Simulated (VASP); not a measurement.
Shape and ions are relaxed at each volume.

Input:

```yaml
crystal:
  lattice:
    - [4.78125, 0.00000, 0.00000]
    - [0.00000, 4.78125, 0.00000]
    - [0.00000, 0.00000, 3.21596]
  atoms:
    - { symbol: Sn, position: [0.00000, 0.00000, 0.00000] }
    - { symbol: Sn, position: [0.50000, 0.50000, 0.50000] }
    - { symbol: O, position: [0.30644, 0.30644, 0.00000] }
    - { symbol: O, position: [0.80644, 0.19356, 0.50000] }
    - { symbol: O, position: [0.19356, 0.80644, 0.50000] }
    - { symbol: O, position: [0.69356, 0.69356, 0.00000] }
```

Method: AM05 GGA, VASP's PBE PAW potentials (set 64) (plane waves; VASP). Settings: 520 eV cut-off, 5×5×7 Γ-centred mesh, Gaussian smearing of 0.050 eV, potentials Sn_d O.

**Question.** Give the energy at these volumes per atom, relative to the lowest: 11.50, 11.86, 12.23, 12.60, 12.96 Å³.

**Answer.** 30.2, 7.5, 0.0, 5.1, 20.5 meV/atom. A third-order Birch-Murnaghan fit gives B0 = 180 GPa and B0′ = 5.5.

The compound is SnO2 in the rutile structure. It was relaxed first.
